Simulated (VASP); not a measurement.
Consider the following.

```
CdPt3
1.0
    2.88572    -3.93101     0.00000
    2.88572     3.93101     0.00000
    0.00000     0.00000     2.83469
Cd Pt
1 3
Direct
  0.00000   0.00000   0.00000
  0.50000   0.50000   0.00000
  0.00000   0.50000   0.50000
  0.50000   0.00000   0.50000
```

Calculation: PBEsol GGA, VASP's PBE PAW potentials (set 64) (plane waves; VASP). Numerical set-up: 300 eV cut-off, 5×5×8 Γ-centred mesh, Fermi-Dirac smearing of 0.050 eV, potentials Cd Pt.

At this cut-off the stress carries a Pulay error, which pulls relaxed volumes low. Unless said otherwise, spin-orbit coupling is left out, though it shifts the bands of the heavy elements here.

**Question.** Estimate the energy per atom (σ→0), pressure, band gap (on the k-mesh) with the smallest direct gap where there is one.

**Answer.** 
```json
{
  "band gap (on the k-mesh)": "none (metal, semimetal or under 0.01 eV)",
  "energy per atom (σ→0)": "-5.714 eV/atom",
  "pressure": "-53.9 kbar"
}
```

The structure comes from a computed database's CdPt3 entry (Cmmm); how it stands against other phases isn't given here. The cell was not relaxed at this level.
